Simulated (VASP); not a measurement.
```
WTe
1.0
    3.90000     0.00000     0.00000
    0.00000     3.90000     0.00000
    0.00000     0.00000     3.90000
W Te
1 1
Cartesian
  0.00000   0.00000   0.00000
  1.95000   1.95000   1.95000
```

All values below come from PBEsol GGA, VASP's PBE PAW potentials (set 64) (plane waves; VASP). Numerical set-up: 400 eV cut-off, 9×9×9 Γ-centred mesh, first-order Methfessel-Paxton smearing of 0.10 eV, potentials W_sv Te.

Energy and stress use the plane-wave basis of the starting cell.

Task: The ions, cell shape and volume are relaxed. Which structure does the run end with?

Result: 
```
WTe
1.0
    3.30140     0.00000     0.00000
    0.00000     3.30140     0.00000
    0.00000     0.00000     3.30140
W Te
1 1
Cartesian
  0.00000   0.00000   0.00000
  1.65070   1.65070   1.65070
```
Space group Pm-3m (221), at a tolerance of 0.03 Å.

Task: How do energy and volume change from the first to the last step?

Result: The energy (σ→0) changes by -1699.3 meV/atom and the volume by -39.3 %, in 7 ionic steps.

```csv
step,E(σ→0) (eV),max force (eV/Å),pressure (GPa),volume (Å³)
1,-12.5987,0.000,-27.87,59.32
2,-12.0926,0.000,160.85,25.14
3,-15.9629,0.000,-7.20,37.46
4,-15.9912,0.000,-3.17,36.60
5,-15.9973,0.000,0.10,35.97
6,-15.9973,0.000,-0.17,36.02
7,-15.9973,0.000,0.00,35.98
```

The structure was generated: WTe was put into the CsCl type type (Pm-3m), which need not be its known phase. This run relaxes it. Symmetry was kept, so distortions that lower it aren't found.
